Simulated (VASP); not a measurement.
These are r2SCAN meta-GGA, VASP's PBE PAW potentials (set 64) (plane waves; VASP) values and carry that method's errors.

A VASP calculation is set up with these files.

POSCAR:
```
Li
1.7281280
 -1.0000002510   1.0000002510   1.0000002510
  1.0000002510  -1.0000002510   1.0000002510
  1.0000002510   1.0000002510  -1.0000002510
Li
1
direct
  0.0000000000   0.0000000000   0.0000000000
```

### KPOINTS
```
Automatic mesh
0
Gamma
15 15 15
0 0 0
```

INCAR:
```
SYSTEM = Li
PREC = Accurate; ENCUT = 520; LREAL = .False.
LASPH = .True.
EDIFF = 1E-7; NELM = 100; ALGO = Normal
LMIXTAU = .True.
ISMEAR = 1; SIGMA = 0.1
METAGGA = R2SCAN
ISIF = 2
LWAVE = .False.; LCHARG = .False.
```

POTCAR, in this order: Li_sv (PBE.64 set). Program: vasp_std.

The resulting files:

**OSZICAR**
```
       N       E                     dE             d eps       ncg     rms          rms(c)
DAV:   1     0.609656766187E-01    0.60966E-01   -0.74178E+02  1210   0.436E+02
DAV:   2    -0.252577515050E+01   -0.25867E+01   -0.25346E+01  1670   0.642E+01
DAV:   3    -0.265516924658E+01   -0.12939E+00   -0.12693E+00  1550   0.101E+01
DAV:   4    -0.265897439031E+01   -0.38051E-02   -0.38049E-02  1545   0.153E+00
DAV:   5    -0.265901540011E+01   -0.41010E-04   -0.41010E-04  1575   0.140E-01    0.131E-01
DAV:   6    -0.224517588815E+01    0.41384E+00   -0.16422E-01  1740   0.283E+00    0.342E-01
DAV:   7    -0.224172363318E+01    0.34523E-02   -0.13588E-02  1595   0.144E+00    0.257E-01
DAV:   8    -0.235548017445E+01   -0.11376E+00   -0.36375E-02  1425   0.240E+00    0.443E-02
DAV:   9    -0.238115516783E+01   -0.25675E-01   -0.14611E-02  1245   0.201E+00    0.258E-02
DAV:  10    -0.237509005146E+01    0.60651E-02   -0.36680E-03  1200   0.995E-01    0.284E-02
DAV:  11    -0.237978347744E+01   -0.46934E-02   -0.18502E-03  1210   0.732E-01    0.588E-03
DAV:  12    -0.237917769150E+01    0.60579E-03   -0.38650E-04  1300   0.319E-01    0.237E-03
DAV:  13    -0.237927401055E+01   -0.96319E-04   -0.15120E-04  1210   0.203E-01    0.239E-03
DAV:  14    -0.237928757430E+01   -0.13564E-04   -0.15449E-05  1330   0.554E-02    0.653E-04
DAV:  15    -0.237931611227E+01   -0.28538E-04   -0.61749E-06  1225   0.292E-02    0.694E-04
DAV:  16    -0.237931026515E+01    0.58471E-05   -0.67732E-07  1425   0.886E-03    0.741E-04
DAV:  17    -0.237930855404E+01    0.17111E-05   -0.20113E-08  1470   0.198E-03    0.826E-04
DAV:  18    -0.237931794671E+01   -0.93927E-05   -0.31076E-07  1275   0.679E-03    0.542E-04
DAV:  19    -0.237932598581E+01   -0.80391E-05   -0.18190E-07  1220   0.641E-03    0.264E-04
DAV:  20    -0.237932649150E+01   -0.50569E-06   -0.11049E-08   715   0.112E-03    0.234E-04
DAV:  21    -0.237932783621E+01   -0.13447E-05   -0.86636E-09   625   0.759E-04    0.198E-04
DAV:  22    -0.237933050881E+01   -0.26726E-05   -0.35455E-08  1275   0.146E-03    0.591E-05
DAV:  23    -0.237932891177E+01    0.15970E-05   -0.28759E-09   600   0.697E-04    0.769E-05
DAV:  24    -0.237932909134E+01   -0.17957E-06   -0.58879E-10   600   0.290E-04    0.504E-05
DAV:  25    -0.237932913229E+01   -0.40952E-07   -0.27568E-10   600   0.235E-04
   1 F= -.23793291E+01 E0= -.23792910E+01  d E =-.114521E-03
```

OUTCAR:
```
------------------------ aborting loop because EDIFF is reached ----------------------------------------
  FORCE on cell =-STRESS in cart. coord.  units (eV):
  Direction    XX          YY          ZZ          XY          YZ          ZX
  --------------------------------------------------------------------------------------
  Total       -0.0038385     -0.0038385     -0.0038385      0.0000000      0.0000000     -0.0000000
  in kB       -0.2979074     -0.2979074     -0.2979074      0.0000000      0.0000000     -0.0000000
  external PRESSURE =      -0.2979074 kB  Pullay stress =       0.0000000 kB
  volume of cell :       20.64
      direct lattice vectors                 reciprocal lattice vectors
    -1.728128434  1.728128434  1.728128434     0.000000000  0.289330347  0.289330347
     1.728128434 -1.728128434  1.728128434     0.289330347  0.000000000  0.289330347
     1.728128434  1.728128434 -1.728128434     0.289330347  0.289330347  0.000000000
 POSITION                                       TOTAL-FORCE (eV/Angst)
 -----------------------------------------------------------------------------------
      0.00000      0.00000      0.00000        -0.000000      0.000000     -0.000000
 -----------------------------------------------------------------------------------
    total drift:                                0.000000      0.000000     -0.000000
  FREE ENERGIE OF THE ION-ELECTRON SYSTEM (eV)
  ---------------------------------------------------
  free  energy   TOTEN  =        -2.3793291323 eV

  energy  without entropy=       -2.3792146112  energy(sigma->0) =       -2.37929096
```
(Selected blocks of OUTCAR.)

The compound is Li in the bcc structure. It was relaxed first.
